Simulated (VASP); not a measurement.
# Al15CoN16 (a cell with a defect) in VASP: further runs

Runs on Al15CoN16 (a cell with a defect). Level: PBEsol+U. Tasks: single point.

All numbers are computed with VASP 6.6.1; they aren't measurements. Logs are shortened: lines on timing, memory, paths and dates and some standing lists are left out, and cuts for length are marked.

## 1. The structure

The cell holds a defect, 32 atoms: a = 6.220 Å, b = 6.220 Å, c = 9.960 Å, α = 90.00°, β = 90.00°, γ = 120.00°.

## 2. Single point, PBEsol+U, collinear spin, ferromagnetic start

File INCAR:

```
SYSTEM = Al15CoN16
PREC     = Accurate       ! precision mode
ENCUT    = 450            ! plane-wave cutoff, eV
EDIFF    = 1E-5           ! SCF threshold, eV
ISMEAR   = 0              ! smearing method
SIGMA    = 0.03           ! smearing width, eV
LREAL    = Auto         
LASPH    = .TRUE.         ! aspherical terms in the spheres
NELM     = 120            ! most SCF steps
ALGO     = Normal         ! electronic algorithm
ISIF     = 2              ! what is computed and relaxed
LWAVE    = .FALSE.        ! write WAVECAR
LCHARG   = .FALSE.        ! write CHGCAR
ISPIN    = 2              ! spin polarisation
MAGMOM   = 4 0 0 0 0 0 0 0 0 0 0 0 0 0 0 0 0 0 0 0 0 0 0 0 0 0 0 0 0 0 0 0 ! initial moments
LORBIT   = 11             ! projections on sites
NUPDOWN  = 4              ! fixed moment
LMAXMIX  = 4              ! l up to which the mixer works
LDAU     = .TRUE.         ! DFT+U
LDAUTYPE = 2            
LDAUL    = 2 -1 -1        ! shell
LDAUU    = 4 0 0          ! U, eV
LDAUJ    = 0 0 0        
LDAUPRINT= 1            
GGA      = PS             ! functional
ISYM     = 0            
KPAR     = 4
```

File KPOINTS:

```
regular mesh
0
G
  4 4 2
  0 0 0
```

File POSCAR:

```
Al15CoN16                               
1.0
    6.2200008610      0.0000000000      0.0000000000
   -3.1100004305      5.3866787572      0.0000000000
    0.0000000000      0.0000000000      9.9600000000
  Co              Al              N             
     1    15    16
Direct
     0.3335150572688744    0.1663755169419767    0.9998826939994846
     0.3339535781045957    0.1670158651185435    0.4998697030027484
     0.3366598890282583    0.6685181688654034    0.0018538401508738
     0.3341994603497865    0.6672114795026574    0.5006177264790899
     0.8343903716200416    0.1680711687371176    0.0010245544753325
     0.8339570074391978    0.1671017853941122    0.5006365401659967
     0.8334859880083215    0.6686999138763133    0.0018346977516030
     0.8343298570817061    0.6674419446799869    0.5006271404586966
     0.1663442451631141    0.3330964599483605    0.2506446440679388
     0.1673103338820413    0.3343633059753276    0.7497178173203156
     0.1664655937802767    0.8317290811033927    0.2512676089924623
     0.1676576386790801    0.8350679180707820    0.7504424440365165
     0.6673258169883116    0.3334967227496317    0.2506740109312909
     0.6671965720387122    0.3343281110048445    0.7496692619673891
     0.6674634850786823    0.8340452906630471    0.2511883163070791
     0.6672677813291436    0.8343431051235438    0.7505926733097112
     0.3327301592354257    0.1649976532521527    0.1956264461206569
     0.3339224575221131    0.1677087164222258    0.6908443634938422
     0.3343584963945858    0.6665835419000586    0.1922918017956608
     0.3342364022244204    0.6682424710975493    0.6914118008476653
     0.8337400963490899    0.1672767511027923    0.1915600704443420
     0.8336478059097927    0.1671291053843214    0.6911850688616348
     0.8334994335060025    0.6668823857452615    0.1922653317666768
     0.8342260415405530    0.6682522545951263    0.6913954958322966
     0.1670977020817193    0.3339382863391847    0.4416949143222301
     0.1666252683979544    0.3390567497497745    0.9399724348822869
     0.1673026540344565    0.8332381141653751    0.4418671465487250
     0.1651579760598520    0.8284619208689489    0.9419648498495178
     0.6677569277667116    0.3341250891194256    0.4417571357245976
     0.6735604217256936    0.3392008385154296    0.9397812654795034
     0.6675487780056344    0.8339576034306898    0.4417184959100438
     0.6685667034058373    0.8356266805566245    0.9417017047037980
```

Potentials or basis: VASP PAW PBE potentials, release 64 (Co, Al, N).

On the command line:

```console
$ cat potpaw_PBE.64/Co/POTCAR potpaw_PBE.64/Al/POTCAR potpaw_PBE.64/N/POTCAR > POTCAR
$ mpirun -np 4 vasp_std > vasp.out
```

OUTCAR:

```text
SYSTEM = Al15CoN16
   PREC = Accurate
   ENCUT = 450
   EDIFF = 1E-5
   ISMEAR = 0
   LREAL = Auto
   LASPH = .TRUE.
   NELM = 120
   ISIF = 2
   ISPIN = 2
   LORBIT = 11
   NUPDOWN = 4
   GGA = PS
   ISYM = 0

 ion  position               nearest neighbor table
   1  0.334  0.166  1.000-  28 1.91  26 1.92  30 1.93  17 1.95  12 3.06  14 3.07  10 3.07  13 3.08
                             9 3.08  11 3.09   7 3.10   3 3.11   5 3.11   5 3.11   3 3.11   7 3.12
   2  0.334  0.167  0.500-  27 1.89  29 1.89  25 1.89  18 1.90  13 3.06   9 3.06  11 3.06  14 3.07
                            12 3.07  10 3.07   8 3.11   4 3.11   6 3.11   6 3.11   4 3.11   8 3.11
   3  0.337  0.669  0.002-  26 1.88  28 1.88  32 1.89  19 1.90  15 3.06  11 3.07   9 3.07  16 3.07
                            12 3.09   7 3.09  10 3.09   5 3.10   1 3.11   1 3.11   5 3.12   7 3.13
   4  0.334  0.667  0.501-  27 1.89  25 1.89  31 1.89  20 1.90  10 3.06  11 3.06  15 3.07  16 3.07
                            12 3.07   9 3.07   6 3.11   2 3.11   8 3.11   8 3.11   2 3.11   6 3.11
   5  0.834  0.168  0.001-  32 1.89  30 1.89  26 1.89  21 1.90   9 3.06  13 3.06  15 3.07  16 3.07
                            10 3.08  14 3.08   3 3.10   7 3.10   1 3.11   1 3.11   7 3.12   3 3.12
   6  0.834  0.167  0.501-  31 1.89  25 1.89  29 1.89  22 1.90  10 3.06  14 3.06  15 3.06   9 3.07
                            16 3.07  13 3.07   4 3.11   8 3.11   2 3.11   2 3.11   8 3.11   4 3.11
   7  0.833  0.669  0.002-  30 1.88  28 1.88  32 1.89  23 1.90  15 3.06  11 3.06  13 3.07  16 3.08
                            12 3.08   3 3.09  14 3.09   1 3.10   5 3.10   5 3.12   1 3.12   3 3.13
   8  0.834  0.667  0.501-  27 1.89  29 1.89  31 1.89  24 1.90  11 3.06  14 3.06  15 3.07  12 3.07
                            13 3.07  16 3.07   2 3.11   6 3.11   4 3.11   4 3.11   6 3.11   2 3.11
   9  0.166  0.333  0.251-  17 1.88  21 1.89  19 1.89  25 1.90   5 3.06   2 3.06   3 3.07   6 3.07
[... 17 lines left out ...]
  19  0.334  0.667  0.192-  11 1.89  15 1.89   9 1.89   3 1.90
  20  0.334  0.668  0.691-  16 1.89  12 1.89  10 1.89   4 1.90
  21  0.834  0.167  0.192-   9 1.89  13 1.89  15 1.89   5 1.90
  22  0.834  0.167  0.691-  16 1.89  14 1.89  10 1.89   6 1.90
[... 8 lines left out ...]
  31  0.668  0.834  0.442-   6 1.89   8 1.89   4 1.89  15 1.90
  32  0.669  0.836  0.942-   7 1.89   3 1.89   5 1.89  16 1.90

IMPORTANT INFORMATION: All symmetrisations will be switched off!
NOSYMM: (Re-)initialisation of all symmetry stuff for point group C_1.

----------------------------------------------------------------------------------------

                                     Primitive cell

  volume of cell :     333.7113

  direct lattice vectors                    reciprocal lattice vectors
     6.220000861  0.000000000  0.000000000     0.160771682  0.092821574  0.000000000
    -3.110000430  5.386678757  0.000000000     0.000000000  0.185643148  0.000000000
     0.000000000  0.000000000  9.960000000     0.000000000  0.000000000  0.100401606

  length of vectors
     6.220000861  6.220000861  9.960000000     0.185643148  0.185643148  0.100401606

  position of ions in fractional coordinates (direct lattice)
     0.333515057  0.166375517  0.999882694
     0.333953578  0.167015865  0.499869703
     0.336659889  0.668518169  0.001853840
     0.334199460  0.667211480  0.500617726
     0.834390372  0.168071169  0.001024554
     0.833957007  0.167101785  0.500636540
[... 24 lines left out ...]
     0.667548778  0.833957603  0.441718496
     0.668566703  0.835626681  0.941701705

  ion indices of the primitive-cell ions
   primitive index   ion index
                 1           1
                 2           2
                 3           3
                 4           4
                 5           5
                 6           6
[... 24 lines left out ...]
                31          31
                32          32

----------------------------------------------------------------------------------------

 KPOINTS: regular mesh

Automatic generation of k-mesh.
 Grid dimensions read from file:
 generate k-points for:    4    4    2

 Generating k-lattice:

  Cartesian coordinates                     Fractional coordinates (reciprocal lattice)
     0.040192920  0.023205393  0.000000000     0.250000000 -0.000000000  0.000000000
[... 113 lines left out ...]
  0.0030 -0.0277  0.3562 -0.0026  0.0524
  0.2502  0.0167 -0.0026  0.8259  0.0065
  0.0056 -0.0827  0.0524  0.0065  0.2711

 occupancies and eigenvectors

  o =  0.1256  v =  0.0000  0.0000  0.0000  0.0000  0.0000 -0.0120  0.8670 -0.0090 -0.0210  0.4976      0.0000  0.0000  0.0000  0.0000  0.0000  0.0000  0.0000  0.0000  0.0000  0.0000
  o =  0.2750  v =  0.0000  0.0000  0.0000  0.0000  0.0000  0.0069 -0.4066 -0.5897 -0.0019  0.6978      0.0000  0.0000  0.0000  0.0000  0.0000  0.0000  0.0000  0.0000  0.0000  0.0000
  o =  0.3769  v =  0.0000  0.0000  0.0000  0.0000  0.0000  0.8577  0.0562 -0.1456 -0.4795 -0.1001      0.0000  0.0000  0.0000  0.0000  0.0000  0.0000  0.0000  0.0000  0.0000  0.0000
  o =  0.4003  v =  0.0000  0.0000  0.0000  0.0000  0.0000  0.1631 -0.2817  0.7943 -0.0879  0.5053      0.0000  0.0000  0.0000  0.0000  0.0000  0.0000  0.0000  0.0000  0.0000  0.0000
  o =  0.9661  v =  0.0000  0.0000  0.0000  0.0000  0.0000 -0.4873 -0.0225  0.0015 -0.8729 -0.0093      0.0000  0.0000  0.0000  0.0000  0.0000  0.0000  0.0000  0.0000  0.0000  0.0000
  o =  0.9751  v = -0.4880  0.0201  0.0022 -0.8725  0.0137  0.0000  0.0000  0.0000  0.0000  0.0000      0.0000  0.0000  0.0000  0.0000  0.0000  0.0000  0.0000  0.0000  0.0000  0.0000
  o =  0.9806  v = -0.0110 -0.8693  0.0195 -0.0216 -0.4934  0.0000  0.0000  0.0000  0.0000  0.0000      0.0000  0.0000  0.0000  0.0000  0.0000  0.0000  0.0000  0.0000  0.0000  0.0000
  o =  0.9978  v = -0.0129  0.4630  0.3800  0.0063 -0.8007  0.0000  0.0000  0.0000  0.0000  0.0000      0.0000  0.0000  0.0000  0.0000  0.0000  0.0000  0.0000  0.0000  0.0000  0.0000
  o =  1.0007  v =  0.8710  0.0180 -0.0513 -0.4873 -0.0318  0.0000  0.0000  0.0000  0.0000  0.0000      0.0000  0.0000  0.0000  0.0000  0.0000  0.0000  0.0000  0.0000  0.0000  0.0000
  o =  1.0045  v = -0.0551  0.1712 -0.9234  0.0272 -0.3381  0.0000  0.0000  0.0000  0.0000  0.0000      0.0000  0.0000  0.0000  0.0000  0.0000  0.0000  0.0000  0.0000  0.0000  0.0000

 number of electron     133.9999977 magnetization       3.9999994

 Free energy of the ion-electron system (eV)
  ---------------------------------------------------
  ext. energy  EPLUGINS =         0.00000000
  ---------------------------------------------------
  free energy    TOTEN  =      -247.07268638 eV

  energy without entropy =     -247.07268638  energy(sigma->0) =     -247.07268638

 E-fermi :   6.2620     XC(G=0): -11.1722

 val. band max:        6.5438804894   @ k =   0.0000   0.0000   0.0000
 cond. band min:       7.7647547711   @ k =   0.5000   0.0000   0.0000
 fundamental gap:      1.2208742817
 Fermi energy:         6.7107340502

 spin component 1

 k-point     1 :       0.0000    0.0000    0.0000
  band No.  band energies     occupation
      1      -9.1287      1.00000
      2      -8.2679      1.00000
      3      -8.2163      1.00000
      4      -7.2143      1.00000
      5      -7.1941      1.00000
      6      -7.1407      1.00000
[... 1629 lines left out ...]
     78      12.9814      0.00000
     79      13.0402      0.00000
 Fermi energy:         6.2619972535

 spin component 2

 k-point     1 :       0.0000    0.0000    0.0000
  band No.  band energies     occupation
      1      -9.0719      1.00000
      2      -8.2081      1.00000
      3      -8.1293      1.00000
      4      -7.1032      1.00000
      5      -7.0978      1.00000
      6      -7.0619      1.00000
[... 1629 lines left out ...]
     78      13.0230      0.00000
     79      13.1148      0.00000
 [bands above 79 left out]

------------------------ aborting loop because EDIFF is reached ----------------------------------------

  FORCE on cell =-STRESS in cart. coord.  units (eV):
  Direction    XX          YY          ZZ          XY          YZ          ZX
  --------------------------------------------------------------------------------------
  -------------------------------------------------------------------------------------
  Total        0.9203706      1.8049403      0.7337942     -0.0634110     -0.4488026      0.0011854
  in kB        4.4187810      8.6656785      3.5230112     -0.3044417     -2.1547409      0.0056912
  external PRESSURE =       5.5358235 kB  Pullay stress =       0.0000000 kB

 VOLUME and BASIS-vectors are now :
 -----------------------------------------------------------------------------
  energy-cutoff  :      450.00
  volume of cell :      333.71
      direct lattice vectors                 reciprocal lattice vectors
     6.220000861  0.000000000  0.000000000     0.160771682  0.092821574  0.000000000
    -3.110000430  5.386678757  0.000000000     0.000000000  0.185643148  0.000000000
     0.000000000  0.000000000  9.960000000     0.000000000  0.000000000  0.100401606

 POSITION                                       TOTAL-FORCE (eV/Angst)
 -----------------------------------------------------------------------------------
      1.55704      0.89621      9.95883         0.011931      0.004406     -0.004104
      1.55777      0.89966      4.97870        -0.006099      0.000386     -0.005478
      0.01493      3.60109      0.01846         0.002344      0.008991      0.009268
      0.00369      3.59405      4.98615         0.002030      0.002465      0.004611
      4.66721      0.90535      0.01020         0.000550     -0.007081     -0.009572
      4.66753      0.90012      4.98634        -0.003457      0.006293     -0.006676
[... 24 lines left out ...]
      1.55855      4.49226      4.39952        -0.004653      0.001822      0.005229
      1.55969      4.50125      9.37935        -0.010630      0.004709     -0.007381
 -----------------------------------------------------------------------------------
    total drift:                               -0.004382     -0.008908     -0.010909

  FREE ENERGIE OF THE ION-ELECTRON SYSTEM (eV)
  ---------------------------------------------------
  free  energy   TOTEN  =      -247.0726863797 eV

  energy  without entropy=     -247.0726863797  energy(sigma->0) =     -247.07268638

 total charge

# of ion       s       p       d       tot
------------------------------------------
    1        0.479   0.631   7.072   8.182
    2        0.369   0.443   0.000   0.812
    3        0.372   0.447   0.000   0.819
    4        0.370   0.444   0.000   0.814
    5        0.369   0.441   0.000   0.810
    6        0.370   0.445   0.000   0.815
[... 24 lines left out ...]
   31        1.223   2.616   0.000   3.839
   32        1.223   2.617   0.000   3.840
--------------------------------------------------
tot         25.628  48.969   7.072  81.669

 magnetization (x)

# of ion       s       p       d       tot
------------------------------------------
    1        0.013   0.106   2.812   2.931
    2        0.000   0.000   0.000   0.000
    3        0.002   0.003   0.000   0.005
    4        0.000   0.001   0.000   0.001
    5        0.004   0.007   0.000   0.010
    6        0.000   0.001   0.000   0.001
[... 24 lines left out ...]
   31        0.000   0.002   0.000   0.003
   32       -0.000   0.000   0.000  -0.000
--------------------------------------------------
tot          0.064   0.724   2.812   3.600
```

Run time: 6.3 min. Hardware: 4 MPI ranks of Intel Xeon 6975P-C (Granite Rapids), shared host; peak memory 0.91 GiB.

What came out:

```
Free energy                                           : -247.0727 eV
Largest force                                         : 0.024 eV/Å
Net moment                                            : 4.00 μB per cell
Site moments                                          : Co +2.93; Al +0.00, +0.01; N +0.13, +0.01, -0.00, +0.14, +0.15, +0.00 μB
Valence electrons inside the program's atomic spheres : Co 8.18; Al 0.81, 0.82; N 3.80, 3.84
```

Forces in eV/Å, atoms in the order of the input:
```
Co   0.012  0.004 -0.004
Al  -0.006  0.000 -0.005
Al   0.002  0.009  0.009
Al   0.002  0.002  0.005
Al   0.001 -0.007 -0.010
Al  -0.003  0.006 -0.007
Al  -0.005 -0.004  0.003
Al  -0.013 -0.005  0.005
Al  -0.003  0.010 -0.011
Al   0.000  0.005  0.014
Al  -0.005 -0.012 -0.003
Al   0.004 -0.012  0.003
Al   0.011 -0.008 -0.014
Al   0.010  0.014  0.013
Al   0.002  0.000 -0.010
Al   0.011  0.003  0.018
N    0.005 -0.007 -0.005
N    0.003 -0.007  0.012
N   -0.003 -0.003 -0.009
N    0.011 -0.006  0.003
N    0.008 -0.012 -0.005
N    0.007  0.009 -0.003
N   -0.006 -0.008 -0.007
N    0.005  0.001  0.003
N    0.000  0.006  0.008
N   -0.011  0.015 -0.015
N   -0.008 -0.007  0.012
N   -0.013 -0.006  0.005
N    0.000  0.003  0.000
N   -0.004  0.008 -0.002
N   -0.005  0.002  0.005
N   -0.011  0.005 -0.007
```

Eigenvalues of the final occupation matrices:
| site | spin | trace | eigenvalues |
| --- | --- | --- | --- |
| site 1 d | 1 | 4.96 | 0.98 0.98 1.00 1.00 1.00 |
| site 1 d | 2 | 2.14 | 0.13 0.28 0.38 0.40 0.97 |

Caveat: the cutoff is under 1.25 times the usual one of these potentials, so pressure, stress and relaxed cells hold a basis-set (Pulay) error; the PAW data sets were made with another functional, which shifts forces and pressure a little; the total moment is fixed, so each spin has its own Fermi level.

[end of part 1 of 2]
